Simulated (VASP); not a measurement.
Calculation: TPSS meta-GGA, VASP's PBE PAW potentials (set 64) (plane waves; VASP).

A VASP calculation is set up with these files.

POSCAR:
```
As
1.0
  3.7458405382  -1.9202774127  -0.0041273151
  3.7458405382   1.9202774127  -0.0041273151
  2.7649260631   0.0000000000   3.1739542729
As
2
Cartesian
  2.3314610290   0.0000000000   0.7196049577
  7.9251461105   0.0000000000   2.4460946850
```

File KPOINTS:
```
kpoints
0
G
  12 12 12
0 0 0
```

### INCAR
```
EDIFFG  =  -0.01   # ionic stop
NELM  =  100
ISIF  =  4
ALGO  =  Normal   # blocked Davidson
LCHARG  =  .FALSE.
ENCUT  =  520   # plane-wave cut-off (eV)
LMAXMIX  =  4   # l cut-off of mixed one-centre charges
IBRION  =  2   # conjugate gradients
ISMEAR  =  1   # Methfessel-Paxton
PREC  =  Accurate
NSW  =  30
LASPH  =  .TRUE.
METAGGA  =  TPSS
EDIFF  =  1E-7   # SCF stop (eV)
LREAL  =  .FALSE.   # projection in real space or not
SIGMA  =  0.1   # width (eV)
SYSTEM  =  As
LWAVE  =  .FALSE.
LMIXTAU  =  .TRUE.
```

POTCAR, in this order: As (PBE.64 set). Program: vasp_std.

### Question
What does the run give for the energy per atom (σ→0), band gap (on the k-mesh)?

### Answer

energy per atom (σ→0): -12.715 eV/atom
band gap (on the k-mesh): none (metal, semimetal or under 0.01 eV)

### OSZICAR
```
...
DAV:   1    -0.254307426517E+02   -0.63860E-05   -0.38398E-03  3428   0.378E-01    0.159E-02
DAV:   2    -0.254307592758E+02   -0.16624E-04   -0.12795E-04  3725   0.859E-02    0.883E-03
DAV:   3    -0.254307597348E+02   -0.45903E-06   -0.40686E-06  3902   0.148E-02    0.386E-03
DAV:   4    -0.254307603501E+02   -0.61531E-06   -0.81982E-07  3833   0.779E-03    0.135E-03
DAV:   5    -0.254307601478E+02    0.20226E-06   -0.32938E-07  3418   0.722E-03    0.233E-04
DAV:   6    -0.254307604851E+02   -0.33727E-06   -0.28438E-07  3407   0.689E-03    0.252E-04
DAV:   7    -0.254307605659E+02   -0.80747E-07   -0.13118E-08  1708   0.125E-03
   8 F= -.25430761E+02 E0= -.25430800E+02  d E =-.242358E-04
```

The compound is As in the a7 structure. This cell is one point of a volume scan, at 1.03 of the reference volume. Symmetry was kept, so distortions that lower it aren't found.
